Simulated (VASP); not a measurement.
Calculation: PBEsol GGA, VASP's PBE PAW potentials (set 64) (plane waves; VASP).

VASP input:

File KPOINTS:
```
Automatic mesh
0
Gamma
7 7 7
0 0 0
```

**INCAR**
```
ALGO = Normal
EDIFF = 1E-6
EDIFFG = -0.02
ENCUT = 400
GGA = PS
IBRION = 2
ISIF = 3
ISMEAR = 1
LASPH = .True.
LCHARG = .False.
LMAXMIX = 6
LREAL = .False.
LWAVE = .False.
NELM = 100
NSW = 60
PREC = Accurate
SIGMA = 0.1
SYSTEM = HoSi
```

### POSCAR
```
HoSi
1
    2.0965663471    -5.1797734991    -0.0000000000
    2.0965663471     5.1797734991     0.0000000000
    0.0000000000     0.0000000000     3.7973319569
Ho Si
2 2
Direct
  0.1401289915   0.8598710085   0.2500000000
  0.8598710085   0.1401289915   0.7500000000
  0.4234579459   0.5765420541   0.2500000000
  0.5765420541   0.4234579459   0.7500000000
```

POTCAR, in this order: Ho_3 Si (PBE.64 set). Program: vasp_std.

What VASP printed:

### OUTCAR
```
 ion  position               nearest neighbor table
   1  0.140  0.860  0.250-   4 2.90   4 2.90   4 2.90   4 2.90   3 2.94   3 3.07   3 3.07   2 3.47
                             2 3.47   2 3.63   2 3.63   2 3.63   2 3.63
   2  0.860  0.140  0.750-   3 2.90   3 2.90   3 2.90   3 2.90   4 2.94   4 3.07   4 3.07   1 3.47
                             1 3.47   1 3.63   1 3.63   1 3.63   1 3.63
   3  0.423  0.577  0.250-   4 2.47   4 2.47   2 2.90   2 2.90   2 2.90   2 2.90   1 2.94   1 3.07
                             1 3.07
   4  0.577  0.423  0.750-   3 2.47   3 2.47   1 2.90   1 2.90   1 2.90   1 2.90   2 2.94   2 3.07
                             2 3.07
  LATTYP: Found a base centered orthorhombic cell.
 ALAT       =     4.1931326942
 B/A-ratio  =     2.4705984174
 C/A-ratio  =     0.9056073904
 Subroutine PRICEL returns:
 Original cell was already a primitive cell.
 Subroutine GETGRP returns: Found  8 space group operations
The static configuration has the point symmetry C_2h.
 The point group associated with its full space group is D_2h.
The dynamic configuration has the point symmetry C_2h.
 Subroutine INISYM returns: Found  8 space group operations
 Subroutine IBZKPT returns following result:
 Found     64 irreducible k-points:

 Following reciprocal coordinates:
            Coordinates               Weight
  0.000000  0.000000  0.000000      1.000000
  0.142857  0.000000  0.000000      4.000000
  0.285714  0.000000  0.000000      4.000000
  0.428571  0.000000  0.000000      4.000000
  0.142857  0.142857  0.000000      2.000000
  0.285714  0.142857  0.000000      4.000000
  0.428571  0.142857  0.000000      4.000000
 -0.428571  0.142857  0.000000      4.000000
 -0.285714  0.142857  0.000000      4.000000
 -0.142857  0.142857  0.000000      2.000000
  0.285714  0.285714  0.000000      2.000000
  0.428571  0.285714  0.000000      4.000000
 -0.428571  0.285714  0.000000      4.000000
 -0.285714  0.285714  0.000000      2.000000
  0.428571  0.428571  0.000000      2.000000
 -0.428571  0.428571  0.000000      2.000000
  0.000000  0.000000  0.142857      2.000000
  0.142857  0.000000  0.142857      8.000000
  0.285714  0.000000  0.142857      8.000000
  0.428571  0.000000  0.142857      8.000000
  0.142857  0.142857  0.142857      4.000000
  0.285714  0.142857  0.142857      8.000000
  0.428571  0.142857  0.142857      8.000000
 -0.428571  0.142857  0.142857      8.000000
 -0.285714  0.142857  0.142857      8.000000
 -0.142857  0.142857  0.142857      4.000000
  0.285714  0.285714  0.142857      4.000000
  0.428571  0.285714  0.142857      8.000000
 -0.428571  0.285714  0.142857      8.000000
 -0.285714  0.285714  0.142857      4.000000
  0.428571  0.428571  0.142857      4.000000
 -0.428571  0.428571  0.142857      4.000000
  0.000000  0.000000  0.285714      2.000000
  0.142857  0.000000  0.285714      8.000000
  0.285714  0.000000  0.285714      8.000000
  0.428571  0.000000  0.285714      8.000000
  0.142857  0.142857  0.285714      4.000000
  0.285714  0.142857  0.285714      8.000000
  0.428571  0.142857  0.285714      8.000000
 -0.428571  0.142857  0.285714      8.000000
   k-points           NKPTS =     64   k-points in BZ     NKDIM =     64   number of bands    NBANDS=     17
   number of dos      NEDOS =    301   number of ions     NIONS =      4
   total plane-waves  NPLWV =  36288
   dimension x,y,z NGX =    36 NGY =   36 NGZ =   28
   dimension x,y,z NGXF=    72 NGYF=   72 NGZF=   56
   ions per type =               2   2
   PREC   = accura    normal or accurate (medium, high low for compatibility)
   ISTART =      0    job   : 0-new  1-cont  2-samecut
   ICHARG =      2    charge: 1-file 2-atom 10-const
   ISPIN  =      1    spin polarized calculation?
...
```

File OSZICAR:
```
       N       E                     dE             d eps       ncg     rms          rms(c)
DAV:   1     0.131217614649E+03    0.13122E+03   -0.99058E+03  2568   0.117E+03
DAV:   2    -0.157244940436E+02   -0.14694E+03   -0.14496E+03  3433   0.518E+02
DAV:   3    -0.248755297085E+02   -0.91510E+01   -0.87654E+01  3708   0.819E+01
DAV:   4    -0.251382094392E+02   -0.26268E+00   -0.25073E+00  3768   0.132E+01
DAV:   5    -0.251407757335E+02   -0.25663E-02   -0.25541E-02  3792   0.162E+00    0.354E+01
DAV:   6    -0.249670958684E+02    0.17368E+00   -0.55996E-01  3840   0.610E+00    0.218E+01
DAV:   7    -0.249727724011E+02   -0.56765E-02   -0.28496E-01  3848   0.516E+00    0.870E-01
DAV:   8    -0.249629520135E+02    0.98204E-02   -0.61798E-02  3808   0.176E+00    0.339E-01
DAV:   9    -0.249628988441E+02    0.53169E-04   -0.29659E-03  3392   0.445E-01    0.210E-01
DAV:  10    -0.249629051629E+02   -0.63188E-05   -0.17095E-04  3544   0.112E-01    0.544E-02
DAV:  11    -0.249629028382E+02    0.23247E-05   -0.17922E-05  3752   0.474E-02    0.188E-02
DAV:  12    -0.249629021165E+02    0.72175E-06   -0.14165E-06  2240   0.135E-02
   1 F= -.24962902E+02 E0= -.24961887E+02  d E =-.249629E+02
       N       E                     dE             d eps       ncg     rms          rms(c)
DAV:   1    -0.249637776443E+02   -0.87481E-03   -0.29583E-02  3782   0.161E+00    0.184E-01
DAV:   2    -0.249634892669E+02    0.28838E-03   -0.10076E-03  3768   0.272E-01    0.765E-02
DAV:   3    -0.249633339612E+02    0.15531E-03   -0.18384E-04  3608   0.119E-01    0.173E-02
DAV:   4    -0.249633258849E+02    0.80762E-05   -0.39966E-05  3472   0.508E-02    0.115E-02
DAV:   5    -0.249633258054E+02    0.79558E-07   -0.28323E-06  2356   0.140E-02
   2 F= -.24963326E+02 E0= -.24962256E+02  d E =-.423689E-03
```

OUTCAR:
```
------------------------ aborting loop because EDIFF is reached ----------------------------------------
  FORCE on cell =-STRESS in cart. coord.  units (eV):
  Direction    XX          YY          ZZ          XY          YZ          ZX
  --------------------------------------------------------------------------------------
  Total        0.0331821     -0.0393671     -0.0332275      0.0000000      0.0000000      0.0000000
  in kB        0.6442415     -0.7643246     -0.6451219      0.0000000      0.0000000      0.0000000
  external PRESSURE =      -0.2550683 kB  Pullay stress =       0.0000000 kB
  volume of cell :       82.52
      direct lattice vectors                 reciprocal lattice vectors
     2.097469684 -5.189189417  0.000000000     0.238382468 -0.096354162  0.000000000
     2.097469684  5.189189417 -0.000000000     0.238382468  0.096354162  0.000000000
     0.000000000  0.000000000  3.790889798     0.000000000  0.000000000  0.263790311
 POSITION                                       TOTAL-FORCE (eV/Angst)
 -----------------------------------------------------------------------------------
      2.09747      3.73406      0.94772         0.000000     -0.002571      0.000000
      2.09747     -3.73406      2.84317         0.000000      0.002571     -0.000000
      2.09747      0.79683      0.94772         0.000000      0.010799     -0.000000
      2.09747     -0.79683      2.84317         0.000000     -0.010799      0.000000
 -----------------------------------------------------------------------------------
    total drift:                               -0.000000     -0.000000     -0.000000
  FREE ENERGIE OF THE ION-ELECTRON SYSTEM (eV)
  ---------------------------------------------------
  free  energy   TOTEN  =       -24.9633258054 eV

  energy  without entropy=      -24.9601158518  energy(sigma->0) =      -24.96225582

 reached required accuracy - stopping structural energy minimisation
```
(Selected blocks of OUTCAR.)

File CONTCAR:
```
HoSi
   1.00000000000000
     2.0974696837870757   -5.1891894173151609    0.0000000000000000
     2.0974696837870757    5.1891894173151609   -0.0000000000000000
     0.0000000000000000    0.0000000000000000    3.7908897983928052
  Ho              Si
     2     2
Direct
     0.1402075269468752    0.8597924730531248    0.2500000000000000
     0.8597924730531248    0.1402075269468752    0.7500000000000000
     0.4232225274500694    0.5767774725499306    0.2500000000000000
     0.5767774725499306    0.4232225274500694    0.7500000000000000
```

The 4f electrons are frozen in the core of the lanthanide potential, so 4f levels, which can set the real gap, and their magnetism are missing.

The structure comes from a computed database's HoSi entry (Cmcm); how it stands against other phases isn't given here. This run relaxes it. Symmetry was kept, so distortions that lower it aren't found. The start is the result of an earlier pass.
